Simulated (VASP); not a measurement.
Level of theory: PBE GGA + U (Dudarev), VASP's PBE PAW potentials (set 64) (plane waves; VASP).

VASP ran on this input.

POSCAR:
```
ZnS
1
    0.0000000000     2.7050000000     2.7050000000
    2.7050000000     0.0000000000     2.7050000000
    2.7050000000     2.7050000000     0.0000000000
Zn S
1 1
Direct
  0.0000000000   0.0000000000   0.0000000000
  0.2500000000   0.2500000000   0.2500000000
```

**INCAR**
```
ALGO = Normal
EDIFF = 1E-6
ENCUT = 400
GGA = PE
ISIF = 2
ISMEAR = 0
LASPH = T
LCHARG = F
LDAU = T
LDAUJ = 0 0
LDAUL = 2 -1
LDAUPRINT = 1
LDAUTYPE = 2
LDAUU = 2.0 0
LMAXMIX = 4
LORBIT = 10
LREAL = F
LWAVE = F
NELM = 100
PREC = Accurate
SIGMA = 0.05
SYSTEM = ZnS
```

**KPOINTS**
```
Automatic mesh
0
gamma
  8 8 8
0 0 0
```

POTCAR, in this order: Zn S (PBE.64 set). Program: vasp_std.

The run wrote:

OSZICAR:
```
       N       E                     dE             d eps       ncg     rms          rms(c)
DAV:   1     0.818606919956E+02    0.81861E+02   -0.79497E+03   754   0.139E+03
DAV:   2    -0.140397975332E+01   -0.83265E+02   -0.79774E+02   809   0.262E+02
DAV:   3    -0.700914689645E+01   -0.56052E+01   -0.55805E+01   929   0.720E+01
DAV:   4    -0.707513654099E+01   -0.65990E-01   -0.65975E-01   814   0.816E+00
DAV:   5    -0.707610043859E+01   -0.96390E-03   -0.96388E-03   949   0.949E-01    0.725E+00
DAV:   6    -0.670272329185E+01    0.37338E+00   -0.83128E-01  1144   0.301E+01    0.546E+00
DAV:   7    -0.668404608931E+01    0.18677E-01   -0.25602E-01   799   0.475E+00    0.264E+00
DAV:   8    -0.668436012508E+01   -0.31404E-03   -0.52473E-03   864   0.697E-01    0.670E-01
DAV:   9    -0.668469680805E+01   -0.33668E-03   -0.10835E-03   839   0.273E-01    0.103E-01
DAV:  10    -0.668482685913E+01   -0.13005E-03   -0.98542E-05   819   0.114E-01    0.501E-02
DAV:  11    -0.668484723971E+01   -0.20381E-04   -0.30909E-05   839   0.711E-02    0.413E-03
DAV:  12    -0.668484823865E+01   -0.99894E-06   -0.16942E-06   823   0.130E-02
   1 F= -.66848482E+01 E0= -.66848482E+01  d E =-.163313E-16
```

**OUTCAR**
```
------------------------ aborting loop because EDIFF is reached ----------------------------------------
  FORCE on cell =-STRESS in cart. coord.  units (eV):
  Direction    XX          YY          ZZ          XY          YZ          ZX
  --------------------------------------------------------------------------------------
  Total        0.1668865      0.1668865      0.1668865      0.0000000     -0.0000000      0.0000000
  in kB        6.7546058      6.7546058      6.7546058      0.0000000     -0.0000000      0.0000000
  external PRESSURE =       6.7546058 kB  Pullay stress =       0.0000000 kB
  volume of cell :       39.59
      direct lattice vectors                 reciprocal lattice vectors
     0.000000000  2.705000000  2.705000000    -0.184842884  0.184842884  0.184842884
     2.705000000  0.000000000  2.705000000     0.184842884 -0.184842884  0.184842884
     2.705000000  2.705000000  0.000000000     0.184842884  0.184842884 -0.184842884
  FREE ENERGIE OF THE ION-ELECTRON SYSTEM (eV)
  ---------------------------------------------------
  free  energy   TOTEN  =        -6.6848482386 eV

  energy  without entropy=       -6.6848482386  energy(sigma->0) =       -6.68484824

 total charge

# of ion       s       p       d       tot
------------------------------------------
    1        0.514   0.468   9.834  10.817
    2        1.315   2.437   0.000   3.752
--------------------------------------------------
tot          1.829   2.906   9.834  14.569
```
(Selected blocks of OUTCAR.)

The compound is ZnS in the zinc blende structure. The cell was not relaxed at this level. The run is one of a series of settings (LDAU = .TRUE., LDAUJ = 0 0, LDAUL = 2 -1, LDAUTYPE = 2, LDAUU = 2.0 0 against the base run), some of them coarse on purpose.
